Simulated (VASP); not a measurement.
Input for VASP

### INCAR
```
SYSTEM = AgCl
PREC = Accurate
ENCUT = 350
EDIFF = 1E-6
NELM = 100
ALGO = Normal
LREAL = .FALSE.
LASPH = .TRUE.
ISMEAR = 0
SIGMA = 0.05
GGA = PE
LMAXMIX = 4
LWAVE = .FALSE.
LCHARG = .TRUE.
```

**POSCAR**
```
AgCl
1
    0.0000000000     2.7945385989     2.7945385989
    2.7945385989     0.0000000000     2.7945385989
    2.7945385989     2.7945385989     0.0000000000
Ag Cl
1 1
Direct
  0.0000000000   0.0000000000   0.0000000000
  0.5000000000   0.5000000000   0.5000000000
```

### KPOINTS
```
Automatic mesh
0
Gamma
7 7 7
0 0 0
```

POTCAR, in this order: Ag Cl (PBE.64 set). Program: vasp_std.

### Question
Write an equivalent input for Ansatz.

### Answer
One equivalent input (not run):
Ansatz 0.2 input:
```yaml
crystal:
  lattice:
    - [0.0000000, 2.7945386, 2.7945386]
    - [2.7945386, 0.0000000, 2.7945386]
    - [2.7945386, 2.7945386, 0.0000000]
  atoms:
    - { symbol: Ag, position: [0.0000000, 0.0000000, 0.0000000] }
    - { symbol: Cl, position: [0.5000000, 0.5000000, 0.5000000] }
kpoints:
  mp_grid: { grid: [7, 7, 7] }
hamiltonian:
  xc: pbe
  pseudopotentials: { kind: paw }
scf:
  occupations: { method: gaussian, width: 0.05 }
  max_iter: 100
output: { forces: true, stress: true, eigenvalues: true }
```
What does not carry over: each code has its own PAW files, so the cut-off isn't converted (ENCUT is set for VASP's; basis.ecutwfc is left out, and Ansatz then takes the one that its files recommend); Ansatz stops its SCF on the density residual and VASP on the energy change (EDIFF).

The compound is AgCl in the rock salt structure. It was relaxed first.
